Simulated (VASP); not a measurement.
Output of a VASP run:

**OSZICAR**
```
       N       E                     dE             d eps       ncg     rms          rms(c)
DAV:   1     0.149067727877E+03    0.14907E+03   -0.89477E+03  3960   0.168E+03
DAV:   2    -0.767880677193E+01   -0.15675E+03   -0.14999E+03  4244   0.420E+02
DAV:   3    -0.202551419476E+02   -0.12576E+02   -0.12377E+02  4824   0.118E+02
DAV:   4    -0.208734366526E+02   -0.61829E+00   -0.61678E+00  5432   0.250E+01
DAV:   5    -0.208937217569E+02   -0.20285E-01   -0.20264E-01  5116   0.386E+00    0.184E+01
DAV:   6    -0.158877217021E+02    0.50060E+01   -0.33933E+01  4848   0.718E+01    0.685E+00
DAV:   7    -0.155487255871E+02    0.33900E+00   -0.40018E+00  4644   0.257E+01    0.489E+00
DAV:   8    -0.155403476065E+02    0.83780E-02   -0.61866E-01  4360   0.114E+01    0.150E+00
DAV:   9    -0.155198030142E+02    0.20545E-01   -0.67373E-02  5304   0.384E+00    0.106E+00
DAV:  10    -0.155139805596E+02    0.58225E-02   -0.56922E-02  4408   0.376E+00    0.309E-01
DAV:  11    -0.155132554306E+02    0.72513E-03   -0.34104E-03  4252   0.959E-01    0.101E-01
DAV:  12    -0.155131779042E+02    0.77526E-04   -0.48818E-04  5716   0.306E-01    0.467E-02
DAV:  13    -0.155131703277E+02    0.75765E-05   -0.50069E-05  4492   0.750E-02    0.127E-02
DAV:  14    -0.155131697634E+02    0.56426E-06   -0.76470E-06  4296   0.417E-02    0.323E-03
DAV:  15    -0.155131699118E+02   -0.14834E-06   -0.88555E-07  4392   0.152E-02    0.287E-03
DAV:  16    -0.155131696057E+02    0.30605E-06   -0.41202E-07  4180   0.105E-02    0.431E-04
DAV:  17    -0.155131695862E+02    0.19533E-07   -0.15509E-08  2028   0.156E-03
   1 F= -.15513170E+02 E0= -.15513170E+02  d E =0.000000E+00
```

**OUTCAR**
```
------------------------ aborting loop because EDIFF is reached ----------------------------------------
  FORCE on cell =-STRESS in cart. coord.  units (eV):
  Direction    XX          YY          ZZ          XY          YZ          ZX
  --------------------------------------------------------------------------------------
  Total        0.0054776      0.0054776      0.0054776      0.0000000      0.0000000      0.0000000
  in kB        0.4586499      0.4586499      0.4586499      0.0000000      0.0000000      0.0000000
  external PRESSURE =       0.4586499 kB  Pullay stress =       0.0000000 kB
  volume of cell :       19.13
      direct lattice vectors                 reciprocal lattice vectors
     0.000000000  2.122906656  2.122906656    -0.235526135  0.235526135  0.235526135
     2.122906656  0.000000000  2.122906656     0.235526135 -0.235526135  0.235526135
     2.122906656  2.122906656  0.000000000     0.235526135  0.235526135 -0.235526135
 POSITION                                       TOTAL-FORCE (eV/Angst)
 -----------------------------------------------------------------------------------
      0.00000      0.00000      0.00000         0.000000     -0.000000      0.000000
      2.12291      2.12291      2.12291        -0.000000      0.000000     -0.000000
 -----------------------------------------------------------------------------------
    total drift:                                0.000000     -0.000000     -0.000000
  FREE ENERGIE OF THE ION-ELECTRON SYSTEM (eV)
  ---------------------------------------------------
  free  energy   TOTEN  =       -15.5131695862 eV

  energy  without entropy=      -15.5131695862  energy(sigma->0) =      -15.51316959

 total charge

# of ion       s       p       d       tot
------------------------------------------
    1        2.180   6.226   1.986  10.391
    2        1.244   2.527   0.000   3.771
--------------------------------------------------
tot          3.423   8.753   1.986  14.162
```
(Selected blocks of OUTCAR.)

POSCAR:
```
TiN
1
   -0.0000000000     2.1229066555     2.1229066555
    2.1229066555     0.0000000000     2.1229066555
    2.1229066555     2.1229066555     0.0000000000
Ti N
1 1
Direct
  0.0000000000   0.0000000000   0.0000000000
  0.5000000000   0.5000000000   0.5000000000
```

Q: Reconstruct the remaining input files.

A: Several could match; the one computed here: the input of the run itself, optB88-vdW, plane waves, VASP's PBE PAW potentials (set 64).

**INCAR**
```
SYSTEM = TiN
PREC = Accurate
ENCUT = 520
EDIFF = 1E-7
NELM = 100
ALGO = Normal
LREAL = .FALSE.
LASPH = .TRUE.
ISMEAR = -5
GGA = BO
PARAM1 = 0.1833333333
PARAM2 = 0.22
LUSE_VDW = .TRUE.
AGGAC = 0.0
LMAXMIX = 4
LWAVE = .FALSE.
LCHARG = .TRUE.
LORBIT = 11
NEDOS = 601
ISIF = 2
```

File KPOINTS:
```
K-points
0
G
 17 17 17
```

POTCAR, in this order: Ti_sv N (PBE.64 set). Program: vasp_std.

For a metal the tetrahedron method with Blöchl corrections gives inexact stress and forces.

The compound is TiN in the rock salt structure. It was relaxed first. The electron count is odd and the run is not spin-polarised, which forces a metal.
